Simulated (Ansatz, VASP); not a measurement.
# One calculation of Sr3ZnGa2, two programs

Contents of INCAR:

```
SYSTEM = Sr3ZnGa2
ALGO = Normal
EDIFF = 1E-6
ENCUT = 520
GGA = PE
ISIF = 2
ISMEAR = 0
LASPH = .TRUE.
LCHARG = .FALSE.
LREAL = .FALSE.
LWAVE = .FALSE.
NBANDS = 43
NELM = 80
PREC = Accurate
SIGMA = 0.1
```

KPOINTS

```
k-points
0
G
  3 3 4
  0 0 0
```

The input POSCAR:

```
Sr3ZnGa2
1.0
    6.4935000116      0.0000000000      0.0000000000
   -3.2467500058      5.6235359694      0.0000000000
    0.0000000000      0.0000000000      3.9540082739
Sr Zn Ga
3 1 2
Direct
    0.5000000000      0.0000000000      0.5000000000
    0.5000000000      0.5000000000      0.5000000000
    0.0000000000      0.5000000000      0.5000000000
    0.0000000000      0.0000000000      0.0000000000
    0.3333333333      0.6666666667      0.0000000000
    0.6666666667      0.3333333333      0.0000000000
```

Input for Ansatz:

```yaml
crystal:
  lattice:
    - [6.4935000116, 0.0, 0.0]
    - [-3.2467500058, 5.6235359694, 0.0]
    - [0.0, 0.0, 3.9540082739]
  atoms:
    - { symbol: Sr, position: [0.5, 0.0, 0.5] }
    - { symbol: Sr, position: [0.5, 0.5, 0.5] }
    - { symbol: Sr, position: [0.0, 0.5, 0.5] }
    - { symbol: Zn, position: [0.0, 0.0, 0.0] }
    - { symbol: Ga, position: [0.3333333333, 0.6666666667, 0.0] }
    - { symbol: Ga, position: [0.6666666667, 0.3333333333, 0.0] }
basis:
  ecutwfc: 420
kpoints:
  mp_grid: { grid: [3, 3, 4] }
hamiltonian:
  xc: pbe
scf:
  occupations: { method: gaussian, width: 0.1 }
  lower_state_search: "off"
output:
  forces: true
  stress: true
  eigenvalues: true
```

Alike in both runs: task single point; functional PBE; k mesh 3 × 3 × 4; occupations gaussian, width 0.1 eV; no spin polarisation.

```csv
,VASP,Ansatz
version,VASP 6.6.1,Ansatz 0.2.0
potentials or method,"VASP PAW PBE potentials, release 64 (Sr_sv, Zn, Ga_d)","scalar-relativistic, plane waves, PAW"
plane-wave cutoff (eV),520,420
valence electrons in the cell,68,68
```

```csv
,VASP,Ansatz,Ansatz less VASP
gap on the k mesh at the Fermi level (eV),none,none,-
pressure (GPa),22.0,21.7,-0.36
largest component of the traceless stress (GPa),9.42,9.36,-0.063
```

A gap of «none» marks a metal or a gap that the smearing closes.

Caveats: the k mesh is coarse (spacing up to 0.40 Å⁻¹), so the values aren't converged; so large a pressure means that the cell lies far from this level's equilibrium, or that cutoff or potentials fall short (VASP).
